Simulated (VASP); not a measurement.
All values below come from LDA (Ceperley-Alder, Perdew-Zunger), VASP's LDA PAW potentials (set 64) (plane waves; VASP 6.6.1).

Input for VASP

INCAR:
```
! general
SYSTEM =HfO2
PREC   =Accurate
ENCUT  =520
LREAL  =.False.
LASPH  =.True.
ICHARG =11

! electronic loop
EDIFF  =1E-7
NELM   =100
ALGO   =Normal
LMAXMIX=6

! smearing
ISMEAR =0
SIGMA  =0.05

! output
LWAVE  =.False.
LCHARG =.False.
LORBIT =11
```

KPOINTS:
```
k-points along high-symmetry lines
15
Line-mode
Reciprocal
  0.000000   0.000000   0.000000 ! GAMMA
  0.500000   0.000000   0.500000 ! X

  0.500000   0.000000   0.500000 ! X
  0.625000   0.250000   0.625000 ! U

  0.375000   0.375000   0.750000 ! K
  0.000000   0.000000   0.000000 ! GAMMA

  0.000000   0.000000   0.000000 ! GAMMA
  0.500000   0.500000   0.500000 ! L

  0.500000   0.500000   0.500000 ! L
  0.500000   0.250000   0.750000 ! W

  0.500000   0.250000   0.750000 ! W
  0.500000   0.000000   0.500000 ! X
```

### POSCAR
```
HfO2
1
    0.0000000000     2.4910662446     2.4910662446
    2.4910662446     0.0000000000     2.4910662446
    2.4910662446     2.4910662446     0.0000000000
Hf O
1 2
Direct
  0.0000000000   0.0000000000   0.0000000000
  0.2500000000   0.2500000000   0.2500000000
  0.7500000000   0.7500000000   0.7500000000
```

POTCAR, in this order: Hf_pv O (LDA.64 set). Program: vasp_std. Read from the step before: CHGCAR.

The resulting files:

OSZICAR:
```
       N       E                     dE             d eps       ncg     rms          rms(c)
DAV:   1     0.902875954689E+02    0.90288E+02   -0.13056E+04  2700   0.146E+03
DAV:   2    -0.291429377600E+02   -0.11943E+03   -0.11676E+03  3647   0.311E+02
DAV:   3    -0.325360387569E+02   -0.33931E+01   -0.33889E+01  3330   0.491E+01
DAV:   4    -0.325599037961E+02   -0.23865E-01   -0.23861E-01  3379   0.447E+00
DAV:   5    -0.325601641091E+02   -0.26031E-03   -0.26028E-03  3373   0.405E-01
DAV:   6    -0.325601697202E+02   -0.56112E-05   -0.56111E-05  3358   0.532E-02
DAV:   7    -0.325601698928E+02   -0.17259E-06   -0.17261E-06  3470   0.763E-03
DAV:   8    -0.325601698988E+02   -0.59858E-08   -0.59726E-08  2965   0.130E-03
   1 F= -.32560170E+02 E0= -.32560170E+02  d E =-.272207E-11
```

OUTCAR:
```
 val. band max:        4.5237879360   @ k =   0.5000   0.0000   0.5000

 cond. band min:       8.2554013199   @ k =   0.5000   0.0000   0.5000



 k-point     1 :       0.0000    0.0000    0.0000
  band No.  band energies     occupation
      1     -24.7396      2.00000
      2     -24.7396      2.00000
      3     -24.7396      2.00000
      4     -14.2880      2.00000
      5     -10.8520      2.00000
      6      -1.2166      2.00000
      7      -1.2166      2.00000
      8      -1.2166      2.00000
      9       3.8852      2.00000
     10       3.8852      2.00000
     11       3.8852      2.00000
     12       8.3242      0.00000
     13       8.3242      0.00000
     14      10.6352      0.00000
     15      15.5640      0.00000

 k-point     2 :       0.0357    0.0000    0.0357
  band No.  band energies     occupation
      1     -24.7482      2.00000
      2     -24.7417      2.00000
      3     -24.7417      2.00000
      4     -14.2598      2.00000
      5     -10.8767      2.00000
      6      -1.2008      2.00000
      7      -1.2008      2.00000
      8      -1.1563      2.00000
      9       3.7419      2.00000
     10       3.8895      2.00000
     11       3.8895      2.00000
     12       8.3422      0.00000
     13       8.3905      0.00000
     14      10.7117      0.00000
     15      15.5058      0.00000

 k-point     3 :       0.0714    0.0000    0.0714
  band No.  band energies     occupation
      1     -24.7733      2.00000
      2     -24.7477      2.00000
      3     -24.7477      2.00000
      4     -14.1761      2.00000
      5     -10.9481      2.00000
      6      -1.1534      2.00000
      7      -1.1534      2.00000
      8      -0.9787      2.00000
      9       3.3536      2.00000
     10       3.9010      2.00000
     11       3.9010      2.00000
     12       8.3959      0.00000
     13       8.5535      0.00000
     14      10.9298      0.00000
     15      15.2761      0.00000

...
```

The density is held fixed in this step, so its total energy and stress have no physical meaning. Unless said otherwise, spin-orbit coupling is left out, though it shifts the bands of the heavy elements here.

The compound is HfO2 in the fluorite structure, the high-temperature cubic form, which is unstable at 0 K; the monoclinic form is the stable one. It was relaxed first, which changed the volume by -6 %.
